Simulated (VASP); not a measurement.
Calculation: HSE06 screened hybrid, VASP's PBE PAW potentials (set 64) (plane waves; VASP 6.6.1).

Input for VASP

KPOINTS:
```
Automatic mesh
0
Gamma
1 1 1
0 0 0
```

**INCAR**
```
SYSTEM  =  BiGa32As31
GGA  =  PE
PRECFOCK  =  Fast
SIGMA  =  0.05   ! width (eV)
ISIF  =  0
ISYM  =  0
ISMEAR  =  0   ! Gaussian
NELM  =  50
LASPH  =  .True.   ! aspherical one-centre terms
LREAL  =  Auto
LHFCALC  =  .True.
EDIFF  =  1E-5
ALGO  =  Normal   ! blocked Davidson
PREC  =  Normal
LWAVE  =  .False.
AEXX  =  0.25
NELMIN  =  4
HFSCREEN  =  0.2
LMAXMIX  =  4   ! l cut-off of mixed one-centre charges
ENCUT  =  400   ! plane-wave cut-off (eV)
LCHARG  =  .False.
```

### POSCAR
```
BiGa32As31
1
   11.5222104216     0.0000000000     0.0000000000
    0.0000000000    11.5222104216     0.0000000000
    0.0000000000     0.0000000000    11.5222104216
Ga As Bi
32 31 1
Direct
  0.5000400817   0.9987861035   0.9990426938
  0.7498740100   0.2499229437   0.9994545053
  0.7499496520   0.9992662479   0.2498556328
  0.9998449396   0.0001526152   0.0000901903
  0.2489893280   0.2501607060   0.9991007865
  0.4998679008   0.4997512682   0.9995849739
  0.7499837292   0.7513070396   0.9988042119
  0.2483967938   0.9983949266   0.2496836694
  0.4918313135   0.2413722319   0.2433559880
  0.7581804584   0.5081726951   0.2418099710
  0.4999666440   0.9989014503   0.5002289866
  0.7593379854   0.2409831545   0.5094770083
  0.7502200455   0.9983284120   0.7516372391
  0.0012148857   0.5000490331   0.9989194911
  0.2501314525   0.7498481268   0.0001171814
  0.0007435381   0.2499753348   0.2499775815
  0.2494841941   0.4999039879   0.2498904534
  0.4999814833   0.7504947015   0.2501610695
  0.0013375042   0.9984877834   0.5000515491
  0.2488212421   0.2498016976   0.5000892010
  0.4906192884   0.5086085231   0.5101458690
  0.7500125186   0.7507416510   0.4999172247
  0.2501387620   0.0000984181   0.7498681444
  0.4999917864   0.2497051576   0.7511594660
  0.7500513488   0.5001110495   0.7511243845
  0.0013699992   0.7513105172   0.2499152971
  0.0009190138   0.5001384224   0.4999246119
  0.2487136395   0.7512586379   0.4998814172
  0.0016275138   0.2498395269   0.7518789961
  0.2482373378   0.5002880118   0.7517867469
  0.4998319354   0.7515311093   0.7518352465
  0.9998739705   0.7499280949   0.7497872982
  0.6250154614   0.1226415254   0.1227882411
  0.8775019930   0.3747302583   0.1224491763
  0.8777589825   0.1221864884   0.3748282063
  0.1250070958   0.1248783826   0.1247604904
  0.3729998710   0.3748394209   0.1231445966
  0.6247624332   0.6274854076   0.1224291142
  0.8751695460   0.8749593306   0.1248192866
  0.3718422368   0.1217078374   0.3755824906
  0.8776274320   0.6276054591   0.3750847299
  0.6248519916   0.1219361741   0.6280277736
  0.8782605626   0.3753569708   0.6282618616
  0.8750736781   0.1248003286   0.8750984373
  0.1250462786   0.6251187431   0.1248631676
  0.3748848985   0.8748680270   0.1248838998
  0.1250221276   0.3750149598   0.3748843671
  0.3724116430   0.6274088279   0.3750081427
  0.6250084142   0.8749481188   0.3749268485
  0.1248019822   0.1247163395   0.6252814261
  0.3715272695   0.3743398953   0.6285424528
  0.6251765760   0.6279881120   0.6281233902
  0.8751151362   0.8749484550   0.6251337980
  0.3747684191   0.1247106730   0.8752648105
  0.6249742358   0.3749644542   0.8751370706
  0.8752169610   0.6252539218   0.8751370125
  0.1249679335   0.8748622273   0.3749628158
  0.1250370434   0.6252390434   0.6251242024
  0.3748070638   0.8747772405   0.6252963926
  0.1250242027   0.3749939649   0.8755003962
  0.3748391209   0.6250521788   0.8751669802
  0.6249899166   0.8750568521   0.8753235472
  0.1249965819   0.8749845583   0.8749738017
  0.6251436156   0.3751552444   0.3769159867
```

POTCAR, in this order: Ga As Bi (PBE.64 set). Program: vasp_gam. Read from the step before: WAVECAR.

What VASP printed:

### OSZICAR
```
       N       E                     dE             d eps       ncg     rms          rms(c)
DAV:   1    -0.309884337784E+03   -0.30988E+03   -0.22398E+01   322   0.126E+01    0.139E+01
DAV:   2    -0.310039154998E+03   -0.15482E+00   -0.63421E-01   379   0.117E+00    0.924E+00
DAV:   3    -0.309981560222E+03    0.57595E-01   -0.35705E-02   364   0.329E-01    0.538E+00
DAV:   4    -0.309960016344E+03    0.21544E-01   -0.15859E-02   380   0.206E-01    0.303E+00
DAV:   5    -0.309953233817E+03    0.67825E-02   -0.46660E-03   380   0.109E-01    0.170E+00
DAV:   6    -0.309950872654E+03    0.23612E-02   -0.10245E-03   387   0.573E-02    0.942E-01
DAV:   7    -0.309950044644E+03    0.82801E-03   -0.31143E-04   371   0.341E-02    0.516E-01
DAV:   8    -0.309949777366E+03    0.26728E-03   -0.11874E-04   371   0.214E-02    0.279E-01
DAV:   9    -0.309949700047E+03    0.77319E-04   -0.40136E-05   291   0.129E-02    0.150E-01
DAV:  10    -0.309949682036E+03    0.18011E-04   -0.14326E-05   203   0.822E-03    0.813E-02
DAV:  11    -0.309949680819E+03    0.12167E-05   -0.62101E-06   212   0.511E-03
   1 F= -.30994968E+03 E0= -.30994968E+03  d E =-.997653E-15
```

OUTCAR:
```
------------------------ aborting loop because EDIFF is reached ----------------------------------------
  volume of cell :     1529.70
      direct lattice vectors                 reciprocal lattice vectors
    11.522210422  0.000000000  0.000000000     0.086788903  0.000000000  0.000000000
     0.000000000 11.522210422  0.000000000     0.000000000  0.086788903  0.000000000
     0.000000000  0.000000000 11.522210422     0.000000000  0.000000000  0.086788903
  FREE ENERGIE OF THE ION-ELECTRON SYSTEM (eV)
  ---------------------------------------------------
  free  energy   TOTEN  =      -309.9496808195 eV

  energy  without entropy=     -309.9496808195  energy(sigma->0) =     -309.94968082

  exchange ACFDT corr.  =         0.00000000  see jH, gK, PRB 81, 115126
```
(Selected blocks of OUTCAR.)

The supercell is sampled at Γ alone, which is coarse: total energies, pressure and levels can be off, energies of defects by several tenths of an eV.

The cell is a supercell with a defect, built from GaAs (zinc blende): Bi_As. The cell's shape comes from a PBE relaxation. The run is not spin-polarised, so no state with unpaired spins was tried.
